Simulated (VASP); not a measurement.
A run of VASP 6.6.1:

Contents of run.py:

```python
from ase import Atoms
from ase.calculators.vasp import Vasp
from ase.dft.bandgap import bandgap

atoms = Atoms(
    ['Hf', 'B'],
    cell=[[0.0, 2.31, 2.31], [2.31, 0.0, 2.31], [2.31, 2.31, 0.0]],
    scaled_positions=[[0.5, 0.5, 0.5], [0.0, 0.0, 0.0]],
    pbc=True,
)
calc = Vasp(
    directory='calc',
    xc='pbesol',
    pp='PBE',
    setups='materialsproject',
    prec='Accurate',
    encut=520,
    ediff=1e-06,
    ismear=0,
    sigma=0.1,
    lreal=False,
    lasph=True,
    nelm=100,
    algo='Normal',
    isif=2,
    lwave=False,
    lcharg=False,
    kpts=[10, 10, 10],
    gamma=True,
)
atoms.calc = calc

print('energy (eV):', atoms.get_potential_energy())
print('free energy (eV):', atoms.get_potential_energy(force_consistent=True))
print('forces (eV/A):')
print(atoms.get_forces())
print('stress (eV/A^3, Voigt):', atoms.get_stress())
print('Fermi level (eV):', calc.get_fermi_level())
gap, top, bottom = bandgap(calc)
print('band gap (eV):', gap, 'from (spin, k, band)', top, 'to', bottom)
```

Potentials or basis: VASP PAW PBE potentials, release 64 (Hf_pv, B).

Command:

```console
$ python run.py
```

Hardware: 1 thread of Intel(R) Xeon(R) Platinum 8488C (Sapphire Rapids), on a shared host.

Q: Estimate the wall time of this run.

A: It took 11 s on 1 thread of Intel(R) Xeon(R) Platinum 8488C (Sapphire Rapids) (shared host), peak memory 0.14 GiB. Counts: scf iterations 11, k points 47.
